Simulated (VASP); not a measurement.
# TiMoSe4 (F-43m) in VASP: further runs, part 2 of 2

VASP 6.6.1. The steps go on from the part before.

### Step 4. Relaxation of cell and atoms, PBE

This run uses another cell than the first one, of 24.34 Å³/atom, 1.064 times its volume.

Contents of INCAR:

```
SYSTEM = TiMoSe4
PREC = Normal ; ENCUT = 520
EDIFF = 1E-4 ; ISMEAR = 0
SIGMA = 0.15 ; LREAL = .False.
LASPH = .True. ; NELM = 60
ALGO = Fast ; ISIF = 3
LWAVE = .False. ; LCHARG = .False.
GGA = PE ; IBRION = 2
NSW = 24 ; EDIFFG = -0.08
```

Contents of KPOINTS:

```
Automatic mesh
0
Gamma
  3 3 3
  0 0 0
```

Contents of POSCAR:

```
TiMoSe4
1.0
    5.2658427800      0.0000000000      0.0000000000
    0.0000000000      5.2658427800      0.0000000000
    0.0000000000      0.0000000000      5.2658427800
Ti Mo Se
1 1 4
Direct
    0.0000000000      0.0000000000      0.0000000000
    0.5000000000      0.5000000000      0.5000000000
    0.7517169200      0.7517169200      0.7517169200
    0.2482830800      0.2482830800      0.7517169200
    0.2482830800      0.7517169200      0.2482830800
    0.7517169200      0.2482830800      0.2482830800
```

Potentials or basis: VASP PAW PBE potentials, release 64 (Ti_sv, Mo_sv, Se).

Run with:

```sh
$ cat potpaw_PBE.64/Ti_sv/POTCAR potpaw_PBE.64/Mo_sv/POTCAR potpaw_PBE.64/Se/POTCAR > POTCAR
$ mpirun -np 1 vasp_std > vasp.out
```

OUTCAR:

```text
SYSTEM = TiMoSe4
   PREC = Normal
   ENCUT = 520
   EDIFF = 1E-4
   ISMEAR = 0
   LREAL = .False.
   LASPH = .True.
   NELM = 60
   ISIF = 3
   GGA = PE
   IBRION = 2
   NSW = 24
   EDIFFG = -0.08

 ion  position               nearest neighbor table
   1  0.000  0.000  0.000-   3 2.26   4 2.26   5 2.26   6 2.26
   2  0.500  0.500  0.500-   3 2.30   4 2.30   5 2.30   6 2.30
   3  0.752  0.752  0.752-   1 2.26   2 2.30
   4  0.248  0.248  0.752-   1 2.26   2 2.30
   5  0.248  0.752  0.248-   1 2.26   2 2.30
   6  0.752  0.248  0.248-   1 2.26   2 2.30

  LATTYP: Found a simple cubic cell.
 ALAT       =     5.2658427800

  Lattice vectors:

 A1 = (   5.2658427800,   0.0000000000,   0.0000000000)
 A2 = (   0.0000000000,   5.2658427800,   0.0000000000)
 A3 = (   0.0000000000,   0.0000000000,   5.2658427800)

Analysis of symmetry for initial positions (statically):
=====================================================================
 Subroutine PRICEL returns:
 Original cell was already a primitive cell.

 Routine SETGRP: Setting up the symmetry group for a
 simple cubic supercell.

 Subroutine GETGRP returns: Found 24 space group operations
 (whereof 24 operations were pure point group operations)
 out of a pool of 48 trial point group operations.

[... 142 lines left out ...]

 number of electron      49.9999948 magnetization

 Free energy of the ion-electron system (eV)
  ---------------------------------------------------
  ext. energy  EPLUGINS =         0.00000000
  ---------------------------------------------------
  free energy    TOTEN  =       -33.70384201 eV

  energy without entropy =      -33.61515259  energy(sigma->0) =      -33.65949730

------------------------ aborting loop because EDIFF is reached ----------------------------------------

  FORCE on cell =-STRESS in cart. coord.  units (eV):
  Direction    XX          YY          ZZ          XY          YZ          ZX
  --------------------------------------------------------------------------------------
  -------------------------------------------------------------------------------------
  Total        9.9675143      9.9675143      9.9675143      0.0000000     -0.0000000      0.0000000
  in kB      109.3688847    109.3688847    109.3688847      0.0000000     -0.0000000      0.0000000
  external PRESSURE =     109.3688847 kB  Pullay stress =       0.0000000 kB
[... 267 lines left out ...]
--------------------------------------- Ionic step        8  -------------------------------------------

 number of electron      50.0000032 magnetization

 Free energy of the ion-electron system (eV)
  ---------------------------------------------------
  ext. energy  EPLUGINS =         0.00000000
  ---------------------------------------------------
  free energy    TOTEN  =       -34.35688534 eV

  energy without entropy =      -34.26187846  energy(sigma->0) =      -34.30938190

 E-fermi :   3.0758     XC(G=0):  -8.9537

 val. band max:        3.0631880257   @ k =   0.3333   0.3333   0.0000
 cond. band min:       3.3103098438   @ k =   0.3333   0.0000   0.0000
 fundamental gap:      0.2471218181
 Fermi energy:         3.0757576486

 k-point     1 :       0.0000    0.0000    0.0000
  band No.  band energies     occupation
      1     -58.5321      2.00000
      2     -54.3143      2.00000
      3     -32.6691      2.00000
      4     -32.6691      2.00000
      5     -32.6691      2.00000
      6     -30.6078      2.00000
[... 154 lines left out ...]
  FREE ENERGIE OF THE ION-ELECTRON SYSTEM (eV)
  ---------------------------------------------------
  free  energy   TOTEN  =       -34.3568853401 eV

  energy  without entropy=      -34.2618784605  energy(sigma->0) =      -34.30938190

 reached required accuracy - stopping structural energy minimisation
```

CONTCAR:

```text
TiMoSe4
   1.00000000000000
     5.4907530661116510   -0.0000000000000000   -0.0000000000000000
     0.0000000000000000    5.4907530661116510   -0.0000000000000000
    -0.0000000000000000   -0.0000000000000000    5.4907530661116510
  Ti              Mo              Se
     1     1     4
Direct
     1.0000000000000000    1.0000000000000000    1.0000000000000000
     0.5000000000000000    0.5000000000000000    0.5000000000000000
     0.7473846930261155    0.7473846930261155    0.7473846930261155
     0.2526153069738844    0.2526153069738844    0.7473846930261155
     0.2526153069738844    0.7473846930261155    0.2526153069738844
     0.7473846930261155    0.2526153069738844    0.2526153069738844

  0.00000000E+00  0.00000000E+00  0.00000000E+00
  0.00000000E+00  0.00000000E+00  0.00000000E+00
  0.00000000E+00  0.00000000E+00  0.00000000E+00
  0.00000000E+00  0.00000000E+00  0.00000000E+00
  0.00000000E+00  0.00000000E+00  0.00000000E+00
  0.00000000E+00  0.00000000E+00  0.00000000E+00
```

It took 70 s on 1 thread of Intel Xeon 6975P-C (Granite Rapids), shared host; peak memory 0.18 GiB.

Results:

| Property | Result |
| --- | --- |
| Free energy | -34.3569 eV |
| Relaxed volume | 27.59 Å³/atom |
| Relaxed cell | a = 5.491 Å, b = 5.491 Å, c = 5.491 Å, α = 90.00°, β = 90.00°, γ = 90.00° |
| Space group after relaxing (to 0.05 Å) | P-43m (No. 215) |
| Energy gained by relaxing | 108.8 meV/atom |
| Ionic steps | 8 |
| Pressure after relaxing | 0.2 GPa |
| Largest force after relaxing | 0.007 eV/Å |
| Band gap on the k mesh | none (metal or under the smearing width) |

Forces in eV/Å, atoms in the order of the input:
```
Ti   0.000  0.000  0.000
Mo   0.000  0.000  0.000
Se   0.004  0.004  0.004
Se  -0.004 -0.004  0.004
Se  -0.004  0.004 -0.004
Se   0.004 -0.004 -0.004
```

The path:
```
step  energy change (eV)  largest force (eV/Å)  pressure (GPa)  volume (Å³)
   1              0.0000                0.6917           10.94       146.02
   2             -0.0141                0.4112           -5.15       184.01
   3             -0.6118                0.4940            1.44       161.87
   4             -0.6320                0.4705           -0.47       166.86
   5             -0.6330                0.4746           -0.43       166.28
   6             -0.6291                0.4798            0.46       164.10
   7             -0.6332                0.4705           -0.22       165.84
   8             -0.6530                0.0070            0.16       165.54
```

Final structure:
```
Ti Mo Se
1.0
     5.49075    0.00000    0.00000
     0.00000    5.49075    0.00000
     0.00000    0.00000    5.49075
Ti Mo Se
1 1 4
Direct
  0.00000 0.00000 0.00000
  0.50000 0.50000 0.50000
  0.74738 0.74738 0.74738
  0.25262 0.25262 0.74738
  0.25262 0.74738 0.25262
  0.74738 0.25262 0.25262
```

Caveat: the k mesh is coarse (spacing up to 0.40 Å⁻¹), so the values aren't converged; the relaxation stopped at a loose force limit of 0.08 eV/Å, so its end isn't a converged minimum.

### Step 5. Relaxation of cell and atoms, PBE

This run uses another cell than the first one, of 25.97 Å³/atom, 1.135 times its volume.

INCAR is that of step 4.

KPOINTS is that of step 4.

Contents of POSCAR:

```
TiMoSe4
1.0
    0.0000000000      4.2712605700      4.2712605700
    4.2712605700      0.0000000000      4.2712605700
    4.2712605700      4.2712605700      0.0000000000
Ti Mo Se
1 1 4
Direct
    0.7500000000      0.7500000000      0.7500000000
    0.0000000000      0.0000000000      0.0000000000
    0.8755341700      0.3748219400      0.3748219400
    0.3748219400      0.3748219400      0.8755341700
    0.3748219400      0.8755341700      0.3748219400
    0.3748219400      0.3748219400      0.3748219400
```

Run with:

```sh
$ cat potpaw_PBE.64/Ti_sv/POTCAR potpaw_PBE.64/Mo_sv/POTCAR potpaw_PBE.64/Se/POTCAR > POTCAR
$ mpirun -np 1 vasp_std > vasp.out
```

It took 3.1 min on 1 thread of Intel Xeon 6975P-C (Granite Rapids), shared host; peak memory 0.23 GiB.

It converged, with:

- Free energy: -26.9940 eV
- Relaxed volume: 19.21 Å³/atom
- Relaxed cell: a = 5.463 Å, b = 5.463 Å, c = 5.463 Å, α = 60.00°, β = 60.00°, γ = 60.00°
- Space group after relaxing (to 0.05 Å): F-43m (No. 216)
- Energy gained by relaxing: 2734.4 meV/atom
- Ionic steps: 8
- Pressure after relaxing: -0.1 GPa
- Largest force after relaxing: 0.011 eV/Å
- Band gap on the k mesh: none (metal or under the smearing width)

Forces in eV/Å, atoms in the order of the input:
```
Ti   0.000  0.000  0.000
Mo   0.000  0.000  0.000
Se  -0.006  0.006  0.006
Se   0.006  0.006 -0.006
Se   0.006 -0.006  0.006
Se  -0.006 -0.006 -0.006
```

Step by step:
| step | energy change (eV) | largest force (eV/Å) | pressure (GPa) | volume (Å³) |
| --- | --- | --- | --- | --- |
| 1 | 0.0000 | 0.0401 | -37.45 | 155.85 |
| 2 | 14.9296 | 0.7136 | 325.40 | 55.10 |
| 3 | -4.6282 | 0.5967 | 27.57 | 101.62 |
| 4 | -16.0375 | 0.0122 | -2.35 | 117.53 |
| 5 | -16.4032 | 0.1337 | -0.53 | 116.04 |
| 6 | -16.4052 | 0.1326 | -0.14 | 115.32 |
| 7 | -16.4045 | 0.1383 | 0.40 | 114.59 |
| 8 | -16.4067 | 0.0106 | -0.06 | 115.28 |

Final structure:
```cif
data_structure
_symmetry_space_group_name_H-M 'P 1'
_symmetry_Int_Tables_number 1
_cell_length_a 5.4629
_cell_length_b 5.4629
_cell_length_c 5.4629
_cell_angle_alpha 60.000
_cell_angle_beta 60.000
_cell_angle_gamma 60.000
_cell_volume 115.28
loop_
_atom_site_label
_atom_site_type_symbol
_atom_site_fract_x
_atom_site_fract_y
_atom_site_fract_z
_atom_site_occupancy
Ti1 Ti 0.75000 0.75000 0.75000 1
Mo1 Mo 0.00000 0.00000 0.00000 1
Se1 Se 0.87420 0.37527 0.37527 1
Se2 Se 0.37527 0.37527 0.87420 1
Se3 Se 0.37527 0.87420 0.37527 1
Se4 Se 0.37527 0.37527 0.37527 1
```

Levels at points of the mesh, in eV from the Fermi level:
| k point | band 22 | band 23 | band 24 | band 25 | band 26 | band 27 |
| --- | --- | --- | --- | --- | --- | --- |
| (0.00, 0.00, 0.00) | -0.64 | 0.65 | 0.65 | 1.20 | 1.20 | 1.20 |

Caveat: the k mesh is coarse (spacing up to 0.42 Å⁻¹), so the values aren't converged; the volume moved by over 15 % at a fixed basis, so the end points are rough; the relaxation stopped at a loose force limit of 0.08 eV/Å, so its end isn't a converged minimum.

### Step 6. Relaxation of cell and atoms, PBE

This run uses another cell than the first one, of 22.22 Å³/atom, 0.971 times its volume.

INCAR is that of step 5.

Contents of KPOINTS:

```
Automatic mesh
0
Gamma
  5 5 1
  0 0 0
```

Contents of POSCAR:

```
TiMoSe4
1.0
    3.3866700000      0.0000000000      0.0000000000
   -1.6933350000      2.9329422500      0.0000000000
    0.0000000000      0.0000000000     13.4220571400
Ti Mo Se
1 1 4
Direct
    0.0000000000      0.0000000000      0.5000000000
    0.6666666700      0.3333333300      0.0000000000
    0.6666666700      0.3333333300      0.6276410200
    0.0000000000      0.0000000000      0.8771510100
    0.0000000000      0.0000000000      0.1228489900
    0.6666666700      0.3333333300      0.3723589800
```

Potentials or basis: VASP PAW PBE potentials, release 64 (Ti_sv, Mo_sv, Se).

Run with:

```sh
$ cat potpaw_PBE.64/Ti_sv/POTCAR potpaw_PBE.64/Mo_sv/POTCAR potpaw_PBE.64/Se/POTCAR > POTCAR
$ mpirun -np 1 vasp_std > vasp.out
```

Wall time 1.8 min (1 thread of Intel Xeon 6975P-C (Granite Rapids), shared host); peak memory 0.19 GiB.

Results (log left out):

| Quantity | Value |
| --- | --- |
| Free energy | -37.7224 eV |
| Relaxed volume | 24.16 Å³/atom |
| Relaxed cell | a = 3.402 Å, b = 3.402 Å, c = 14.464 Å, α = 90.00°, β = 90.00°, γ = 120.00° |
| Space group after relaxing (to 0.05 Å) | P-6m2 (No. 187) |
| Energy gained by relaxing | 17.5 meV/atom |
| Ionic steps | 15 |
| Pressure after relaxing | 0.3 GPa |
| Largest force after relaxing | 0.059 eV/Å |
| Band gap on the k mesh | 0.24 eV, indirect (least direct gap 0.68 eV) |

Forces on the atoms (eV/Å):
```
Ti   0.000  0.000  0.000
Mo   0.000  0.000  0.000
Se   0.000  0.000 -0.029
Se   0.000  0.000 -0.059
Se   0.000  0.000  0.059
Se   0.000  0.000  0.029
```

Stress tensor (GPa, compression positive):
```
0.41 0.00 0.00
0.00 0.41 0.00
0.00 0.00 0.20
```

Step by step:
| step | energy change (eV) | largest force (eV/Å) | pressure (GPa) | volume (Å³) |
| --- | --- | --- | --- | --- |
| 1 | 0.0000 | 0.8369 | -0.75 | 133.32 |
| 2 | -0.0374 | 0.3943 | 2.15 | 131.30 |
| 3 | -0.0409 | 0.2847 | 1.51 | 131.74 |
| 4 | -0.0625 | 0.1136 | -0.01 | 134.59 |
| 5 | -0.0631 | 0.0646 | 0.14 | 134.21 |
| 6 | -0.0672 | 0.1414 | 0.01 | 134.68 |
| 7 | -0.0694 | 0.3051 | -0.52 | 135.71 |
| 8 | -0.0698 | 0.2575 | -0.33 | 135.43 |
| 9 | -0.0718 | 0.2457 | -0.24 | 135.46 |
| 10 | -0.0763 | 0.1770 | 0.14 | 135.56 |
| 11 | -0.0793 | 0.0461 | 0.97 | 135.76 |
| 12 | -0.0816 | 0.0452 | 0.95 | 136.18 |
| 13 | -0.0873 | 0.0360 | 0.80 | 137.43 |
| 14 | -0.0960 | 0.0365 | 0.60 | 139.94 |
| 15 | -0.1049 | 0.0585 | 0.34 | 144.99 |

Final structure:
```xyz
6
Lattice="3.4021 0.0000 0.0000 -1.7011 2.9463 0.0000 0.0000 0.0000 14.4642" Properties=species:S:1:pos:R:3 pbc="T T T"
Ti    0.0000    0.0000    7.2321
Mo    1.7011    0.9821   14.4642
Se    1.7011    0.9821    8.8748
Se    3.4021    0.0000   12.8257
Se    3.4021    0.0000    1.6385
Se    1.7011    0.9821    5.5894
```

Levels at points of the mesh, in eV from the valence-band top:
```
           k point  band 22  band 23  band 24  band 25  band 26  band 27  band 28  band 29
(0.00, 0.00, 0.00)    -0.70    -0.11    -0.11     0.00     1.21     2.66     2.66     2.95
```

Caveat: the k mesh is coarse (spacing up to 0.47 Å⁻¹), so the values aren't converged; an odd mesh through Γ misses points on the zone boundary, where band edges often lie; this functional lacks dispersion, which binds the layers, so the pressure and a relaxed spacing across them are unreliable; the relaxation stopped at a loose force limit of 0.08 eV/Å, so its end isn't a converged minimum.
